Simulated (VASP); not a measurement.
All values below come from PBEsol GGA, VASP's PBE PAW potentials (set 64) (plane waves; VASP 6.6.1).

VASP ran on this input.

### INCAR
```
ALGO  =  Normal
EDIFF  =  1E-6
EDIFFG  =  -0.01
ENCUT  =  520
GGA  =  PS
IBRION  =  2
ISIF  =  3
ISMEAR  =  0
LASPH  =  .TRUE.
LCHARG  =  .FALSE.
LREAL  =  .FALSE.
LWAVE  =  .FALSE.
NELM  =  100
NSW  =  60
PREC  =  Accurate
SIGMA  =  0.05
SYSTEM  =  LiH
```

**POSCAR**
```
LiH
1.0
  0.0000000000   2.0400000000   2.0400000000
  2.0400000000   0.0000000000   2.0400000000
  2.0400000000   2.0400000000   0.0000000000
Li H
1 1
direct
  0.0000000000   0.0000000000   0.0000000000
  0.5000000000   0.5000000000   0.5000000000
```

**KPOINTS**
```
K-points
0
Gamma
 10 10 10
0 0 0
```

POTCAR, in this order: Li_sv H (PBE.64 set). Program: vasp_std.

**Question.** What will the output report for the number of irreducible k-points (NKPTS), number of bands (NBANDS), largest plane-wave count, number of space-group operations, FFT grid (NGX, NGY, NGZ)?

**Answer.** 
```json
{
 "number of irreducible k-points (NKPTS)": "47",
 "number of bands (NBANDS)": "6",
 "largest_plane_wave_count": "469",
 "number_of_space_group_operations": "48",
 "FFT grid (NGX, NGY, NGZ)": "24 × 24 × 24"
}
```

The compound is LiH in the rock salt structure. This run relaxes it. Symmetry was kept, so distortions that lower it aren't found.
